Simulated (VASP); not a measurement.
Here is the system:

```xyz
2
Lattice="0.0000 2.2509 2.2509 2.2509 0.0000 2.2509 2.2509 2.2509 0.0000" Properties=species:S:1:pos:R:3 pbc="T T T"
B      0.0000     0.0000     0.0000
P      1.1255     1.1255     1.1255
```

The numbers are results of PBE GGA with D4 dispersion, VASP's PBE PAW potentials (set 64) (plane waves; VASP), not measurements. Settings: 520 eV cut-off, 9×9×9 Γ-centred mesh, Gaussian smearing of 0.050 eV, potentials B P.

Task: Estimate the energy per atom (σ→0).

Result: 
```yaml
energy per atom (σ→0): -6.822 eV/atom
```

The compound is BP in the zinc blende structure. It was relaxed first. The start is the result of an earlier pass.
